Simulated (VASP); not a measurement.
A convergence study with VASP on AlN (wurtzite): one setting is varied, all else stays as given below, so the limit is that of these other settings.

```
CELL_PARAMETERS angstrom
      1.55500    -2.69334     0.00000
      1.55500     2.69334     0.00000
      0.00000     0.00000     4.98000
ATOMIC_POSITIONS crystal
  Al 0.66667 0.33333 0.50000
  Al 0.33333 0.66667 0.00000
  N  0.66667 0.33333 0.88200
  N  0.33333 0.66667 0.38200
```

Computed with PBE GGA, VASP's PBE PAW potentials (set 64) (plane waves; VASP). The tightest run used: 700 eV cut-off, 13×13×7 Monkhorst-Pack mesh, Gaussian smearing of 0.050 eV, potentials Al N.

Q: The settings run are 1×1×1 mesh; 2×2×1 mesh; 3×3×2 mesh; 4×4×2 mesh; 5×5×3 mesh; 6×6×3 mesh; 7×7×4 mesh; 8×8×4 mesh; 9×9×5 mesh; 10×10×6 mesh; 11×11×6 mesh; 12×12×7 mesh; 13×13×7 mesh. From which on does the energy per atom stay within 0.005 eV/atom of the tightest run?

A: From 4×4×2 mesh on: it is off by 0.0025 there and by no more than 0.005 in any finer run, while 3×3×2 mesh is off by 0.0462.
| setting | E (eV/atom) | pressure (GPa) | irreducible k-points | difference judged (eV/atom) |
|---|---|---|---|---|
| 1×1×1 mesh | -4.3949 | 14.26 | 1 | 3.0501 |
| 2×2×1 mesh | -7.5873 | 3.68 | 2 | 0.1424 |
| 3×3×2 mesh | -7.3987 | 3.96 | 3 | 0.0462 |
| 4×4×2 mesh | -7.4474 | 3.77 | 6 | 0.0025 |
| 5×5×3 mesh | -7.4430 | 3.75 | 10 | 0.0020 |
| 6×6×3 mesh | -7.4446 | 3.74 | 24 | 0.0003 |
| 7×7×4 mesh | -7.4448 | 3.76 | 16 | 0.0001 |
| 8×8×4 mesh | -7.4449 | 3.74 | 40 | 0.0000 |
| 9×9×5 mesh | -7.4449 | 3.76 | 36 | 0.0000 |
| 10×10×6 mesh | -7.4449 | 3.74 | 90 | 0.0000 |
| 11×11×6 mesh | -7.4449 | 3.76 | 48 | 0.0000 |
| 12×12×7 mesh | -7.4449 | 3.74 | 168 | 0.0000 |
| 13×13×7 mesh | -7.4449 | 3.76 | 84 | 0.0000 |

Left out are rungs that failed or repeat a setting and relaxations that didn't move; long series are thinned to 24 rows.

The compound is AlN in the wurtzite structure. The cell was not relaxed at this level.
